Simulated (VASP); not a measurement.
Data:

```
CELL_PARAMETERS angstrom
      1.96644    -3.40597     0.00000
      1.96644     3.40597     0.00000
      0.00000     0.00000    13.05728
ATOMIC_POSITIONS crystal
  Zn 0.66667 0.33333 0.24068
  Zn 0.33333 0.66667 0.00956
  S  0.66667 0.33333 0.41789
  S  0.33333 0.66667 0.18746
  S  0.66667 0.33333 0.95529
  S  0.33333 0.66667 0.68571
  Cd 0.66667 0.33333 0.76300
  Cd 0.33333 0.66667 0.49440
```

Level of theory: PBEsol GGA, VASP's PBE PAW potentials (set 64) (plane waves; VASP 6.6.1). Settings: 400 eV cut-off, 7×7×2 Γ-centred mesh, tetrahedra with Blöchl corrections, potentials Zn S Cd.

The cores are frozen, which limits the accuracy of field gradients.

Give the principal components of the electric field gradient (V/Å²) and the asymmetry η at each nucleus.

| atom | Vxx | Vyy | Vzz | η |
|---|---|---|---|---|
| Zn1 | 3.4 | 3.4 | -6.8 | 0.00 |
| Zn2 | 6.5 | 6.5 | -13.0 | 0.00 |
| S3 | -13.7 | -13.7 | 27.4 | 0.00 |
| S4 | 6.5 | 6.5 | -12.9 | 0.00 |
| S5 | 4.0 | 4.0 | -7.9 | 0.00 |
| S6 | -16.2 | -16.2 | 32.4 | 0.00 |
| Cd7 | 4.4 | 4.4 | -8.8 | 0.00 |
| Cd8 | 0.1 | 0.1 | -0.3 | - |

The structure was generated: Cd2Zn2S4 was put into an ordered model structure (P3m1), which need not be its known phase. It was relaxed first.
